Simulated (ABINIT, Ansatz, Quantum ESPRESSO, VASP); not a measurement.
# One structure in several programs: Hf5Sc (P-62m, 6 atoms in the cell)

Self-consistent single point.

```xyz
6
Lattice="5.5615 0.0000 0.0000 -2.7807 4.8164 0.0000 0.0000 0.0000 5.0245" Properties=species:S:1:pos:R:3 pbc="T T T"
Hf     3.6735     0.0000     0.0000
Hf     0.9440     1.6350     0.0000
Hf    -1.8368     3.1814     0.0000
Hf     0.0000     3.2109     2.5122
Hf     2.7807     1.6055     2.5122
Sc     0.0000     0.0000     2.5122
```

All programs got the same cell, k-point mesh and kind of occupations (in Ansatz's words: kpoints.mp_grid.grid = 5 5 5; scf.occupations.method = gaussian; scf.occupations.width = 0.1 eV); potentials, basis and cutoffs are each program's usual ones.

| code | model | pressure (GPa) | largest force (eV/Å) | cutoff |
|---|---|---|---|---|
| ABINIT | PBEsol, norm-conserving pseudopotentials (PseudoDojo nc-sr-04 PBEsol standard) | -2.76 | 0.016 | 39 Ha |
| Ansatz | PBEsol, PAW files made with PBE | -3.09 | 0.026 | 420 eV |
| VASP | PBEsol, VASP's PBE PAW potentials (set 64) | -3.65 | 0.034 | 300 eV |
| Quantum ESPRESSO | PBEsol, SSSP 1.1.2 efficiency (PBE) pseudopotentials | -2.54 | 0.013 | 60 Ry |

The spread over the programs that give each value: pressure within 1.11 GPa; largest force within 0.021 eV/Å.

The starting cell comes from a database of computed structures (which also holds hypothetical and non-ambient phases and stackings), without a prior relaxation at this level. On Ansatz's run: Spin-orbit coupling is off. In the base run, with a pressure of about -3 GPa the cell is away from its equilibrium volume at this level.

Q: Why do the programs differ, and what cannot be compared?

A: Differences of this kind can come from the potentials, where these differ, and from what each basis and cutoff leave unconverged. The valence holds different numbers of electrons (ABINIT 71, Ansatz (a first-principles code) 141, VASP 61, Quantum ESPRESSO 71). The zero of total energies and Fermi levels follows the potentials and each program's conventions, so they are not compared here. Ansatz's pressure is given at a fixed set of plane waves, as the other plane-wave codes print theirs; with its correction for the finite basis it is -3.05 GPa.

VASP's run is marked for a possible Pulay error in its stress at this cutoff; no cutoff test was made.

Left out of this page: GPAW, Elk, FLEUR and SIESTA (not drawn, or without a comparable value).

Keys are those of Ansatz 0.2.
